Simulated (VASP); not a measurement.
# GW on C: a test of the settings, part 3 of 3

How far does the GW correction to the gap of C depend on the settings? The starting structure is a measured crystal structure from the Crystallography Open Database. Cell and atoms stay as given.

VASP 6.6.1.

Results so far: G0W0 (response cutoff 100 eV, 5×5×5 mesh) 5.17 eV; G0W0 (response cutoff 160 eV, 5×5×5 mesh) 5.34 eV; G0W0 (response cutoff 240 eV, 5×5×5 mesh) 5.44 eV; GW0 with iterated eigenvalues (response cutoff 160 eV, 5×5×5 mesh) 5.51 eV; G0W0 (response cutoff 100 eV, 7×7×7 mesh) 5.26 eV.

The database entry behind the starting cell differs from later determinations by our own check (about 0.1 % long), so it need not match the best structure at ambient conditions.

## Step 7: G0W0 (response cutoff 100 eV, 5×5×5 mesh, 8 empty bands)

Level of this step: G0W0 on LDA; plane waves and PAW (C_GW) (VASP).

It reads the orbitals and their derivatives (WAVECAR and WAVEDER) of a run with the empty bands, which follows a ground-state run; neither is shown.

Contents of INCAR:

```
SYSTEM = C
PREC = Accurate
ENCUT = 440
ISMEAR = 0
SIGMA = 0.01
LREAL = .FALSE.
GGA = CA
NBANDS = 12
ALGO = EVGW0
NELMGW = 1
ENCUTGW = 100
NOMEGA = 40
PRECFOCK = Fast
NBANDSGW = 12
LWAVE = .FALSE.
LCHARG = .FALSE.
```

Contents of POSCAR:

```
C
1.0
    0.0000000000      1.7858110000      1.7858110000
    1.7858110000      0.0000000000      1.7858110000
    1.7858110000      1.7858110000      0.0000000000
C
2
Direct
    0.0000000000      0.0000000000      0.0000000000
    0.2500000000      0.2500000000      0.2500000000
```

Contents of KPOINTS:

```
Automatic mesh
0
Gamma
5 5 5
0 0 0
```

The projector-augmented-wave data sets are C_GW (LDA family, release 64).

On the command line:

```bash
> mpirun -np 4 vasp_std
```

What it wrote:

```text
[banner, memory and clock lines left out]
running    4 mpi-ranks, on    1 nodes
[...]
[... a notice as in an earlier step ...]

 LDA part: xc-table for (Slater(with rela. corr.)+CA(PZ))
 , standard interpolation
 found WAVECAR, reading the header
 POSCAR, INCAR and KPOINTS ok, starting setup
[...]
reading WAVECAR
 the WAVECAR file was read successfully
 initial charge from wavefunction
 available memory per node:    127.91 GB, setting MAXMEM to    130976

 The Fermi energy was updated, please check that it is located mid-gap
 values below the HOMO (VB) or above the LUMO (CB) will cause erroneous energies
 E-fermi :  11.7697

 calculate exact exchange contribution
 the WAVEDER file was read successfully
energies w=
    0.000    0.000    1.661    0.000    3.312    0.000    4.945    0.000
    6.551    0.000    8.127    0.000    9.668    0.000   11.175    0.000
   12.650    0.000   14.094    0.000   15.512    0.000   16.911    0.000
[...]
total number of BLAS operations          0.62 Gflops
NQ=   6   -0.4000    0.2000    0.0000,
|.........|.........|.........|.........|.........|.........|.........|.........
 performed        153000 updates of chi_q(r,r)
 total number of BLAS operations          0.82 Gflops
NQ=   7   -0.2000    0.2000    0.0000,
|.........|.........|.........|.........|.........|.........|.........|.........
 performed        185000 updates of chi_q(r,r)
 total number of BLAS operations          0.99 Gflops
NQ=   8    0.4000    0.4000    0.0000,
|.........|.........|.........|.........|.........|.........|.........|.........
 performed        208000 updates of chi_q(r,r)
 total number of BLAS operations          1.09 Gflops
NQ=   9   -0.4000    0.4000    0.0000,
|.........|.........|.........|.........|.........|.........|.........|.........
 performed        240000 updates of chi_q(r,r)
 total number of BLAS operations          1.27 Gflops
NQ=  10   -0.4000    0.4000    0.2000,
|.........|.........|.........|.........|.........|.........|.........|.........
 performed        281000 updates of chi_q(r,r)
 total number of BLAS operations          1.55 Gflops
 resolving degeneracies of screened two electron integrals

 calculate QP shifts <psi_nk| G(iteration)W_0 |psi_nk>: iteration 1
 entering main loop
```

Run time: 4.6 s. Hardware: 4 MPI ranks of Intel Xeon Platinum 8488C (Sapphire Rapids), shared host; peak memory 0.39 GiB.

OUTCAR, selected parts (step 7):

```text
 QP shifts <psi_nk| G(iteration)W_0 |psi_nk>: iteration 1
 for sc-GW calculations column KS-energies equals QP-energies in previous step
 and V_xc(KS)=  KS-energies - (<T + V_ion + V_H > + <T+V_H+V_ion>^1  + <V_x>^1)
 k-point   1 :       0.0000    0.0000    0.0000
  band No.  KS-energies  QP-energies   sigma(KS)   V_xc(KS)     V^pw_x(r,r')   Z            occupation Imag(sigma)
      1     -11.5542     -12.7070     -16.2702     -14.7621     -25.2956       0.7644       2.0000       1.8808
      2       9.7090      10.3060     -16.2536     -16.9740     -19.2332       0.8287       2.0000       0.1226
      3       9.7090      10.3060     -16.2536     -16.9740     -19.2332       0.8287       2.0000       0.1226
      4       9.7090      10.3060     -16.2536     -16.9740     -19.2332       0.8287       2.0000       0.1226
      5      15.2412      17.6092     -12.9080     -15.7705      -9.2359       0.8273       0.0000      -0.1393
      6      15.2412      17.6092     -12.9080     -15.7705      -9.2359       0.8273       0.0000      -0.1393
      7      15.2412      17.6092     -12.9080     -15.7705      -9.2359       0.8273       0.0000      -0.1393
      8      23.1686      25.2179     -13.6193     -16.2581      -7.6647       0.7766       0.0000      -0.3517
    ...

[... 1 part as in an earlier step ...]

[... 2 further parts left out ...]
[key lines of the parts left out:]
E-fermi :  11.7697
```

G0W0 (response cutoff 100 eV, 5×5×5 mesh, 8 empty bands): the quasiparticle gap on this mesh is 5.270 eV, +1.148 eV from the LDA gap on the same points, with 12 bands.

## Step 8: The runs compared

```
                                                               run  LDA gap on the mesh (eV)  GW gap (eV)  correction (eV)  bands
                         G0W0 (response cutoff 100 eV, 5×5×5 mesh)                     4.121        5.169            1.047     28
                         G0W0 (response cutoff 160 eV, 5×5×5 mesh)                     4.121         5.34            1.219     56
                         G0W0 (response cutoff 240 eV, 5×5×5 mesh)                     4.121         5.44            1.319    100
GW0 with iterated eigenvalues (response cutoff 160 eV, 5×5×5 mesh)                     4.121        5.513            1.392     56
                         G0W0 (response cutoff 100 eV, 7×7×7 mesh)                     4.215        5.257            1.042     28
          G0W0 (response cutoff 100 eV, 5×5×5 mesh, 8 empty bands)                     4.121         5.27            1.148     12
```

## Step 9: Outcome

```json
{
  "gap, G0W0 (response cutoff 100 eV, 5×5×5 mesh)": "5.169 eV",
  "gap, G0W0 (response cutoff 160 eV, 5×5×5 mesh)": "5.340 eV",
  "gap, G0W0 (response cutoff 240 eV, 5×5×5 mesh)": "5.440 eV",
  "gap, GW0 with iterated eigenvalues (response cutoff 160 eV, 5×5×5 mesh)": "5.513 eV",
  "gap, G0W0 (response cutoff 100 eV, 7×7×7 mesh)": "5.257 eV",
  "gap, G0W0 (response cutoff 100 eV, 5×5×5 mesh, 8 empty bands)": "5.270 eV"
}
```

In words: The correction to the LDA gap of C is +1.047 eV at a response cutoff of 100 eV, +1.219 eV at a response cutoff of 160 eV, +1.319 eV at a response cutoff of 240 eV. The number of bands rises with the cutoff. On a 7×7×7 mesh in place of 5×5×5 the correction is +1.042 eV against +1.047 eV. The quasiparticle gap is indirect in all runs, and the LDA gap on the same mesh may lie between other points, in which case the correction mixes two transitions. Iterating the eigenvalues in G raises the gap by +0.173 eV. With 8 empty bands alone, a slip made on purpose, the correction is +1.148 eV against +1.047 eV. Errors of the two band edges can cancel in a gap, so a value close to the better runs would prove nothing. From a response cutoff of 160 to 240 eV the correction still moves by +0.100 eV, so cutoff and bands aren't shown to be converged. The LDA gap along the bands, from another run on this structure, is 4.104 eV. On the 5×5×5 mesh it is 4.121 eV, so this mesh comes close to the edges. On the 7×7×7 mesh it is 4.215 eV, so this mesh misses the band edges. Further runs on this material are not shown.

[Lines on the potential files, build, host, timing and source positions are cut from VASP's logs without a mark.]

[Logs are printed without paths, hosts, clocks, repeated set-up lines and the standing remarks that a program may print on its own settings, such as how far it seeks lower states.]

[Hosts, paths, dates, database ids (printed as entryN), source tags and the programs' standing remarks are cut or masked in the printed files.]
